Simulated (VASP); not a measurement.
HgPd (Potarite), 2 atoms in the cell. It takes space group P4/mmm (No. 123, tetragonal). The conventional cell has a = 3.043 Å, b = 3.043 Å, c = 3.777 Å, α = 90.00°, β = 90.00°, γ = 90.00°. Around Hg (site symmetry 4/mmm) lie 8 Pd at 2.86 Å and 4 Hg at 3.04 Å. Around Pd (site symmetry 4/mmm) lie 8 Hg at 2.86 Å and 4 Pd at 3.04 Å. 

* Program: VASP 6.6.1
* Task: single point
* Functional: r2SCAN
* Potentials or basis: VASP PAW PBE potentials, release 64 (Hg, Pd)
* Cutoff: 520 eV
* k mesh: 14 × 14 × 12
* Occupations: gaussian, width 0.1 eV
* Spin: no spin polarisation
* Dipole correction: no
* Further INCAR settings: ALGO = Normal; EDIFF = 1e-06; NBANDS = 18

Potentials or basis: VASP PAW PBE potentials, release 64 (Hg, Pd).

Command:

```bash
$ cat potpaw_PBE.64/Hg/POTCAR potpaw_PBE.64/Pd/POTCAR > POTCAR
$ cp INCAR.step1 INCAR
$ mpirun -np 1 vasp_std > vasp.out
$ cp INCAR.step2 INCAR
$ mpirun -np 1 vasp_std > vasp.out
```

Hardware: 1 thread of AMD EPYC 9R45 96-Core Processor (Zen 5), with other jobs on the host.

Problem. Estimate the wall time of this run.

Solution. Wall time 3.8 min on 1 thread of AMD EPYC 9R45 96-Core Processor (Zen 5) (shared host), peak memory 0.25 GiB. Counts: scf iterations 8, k points 252.
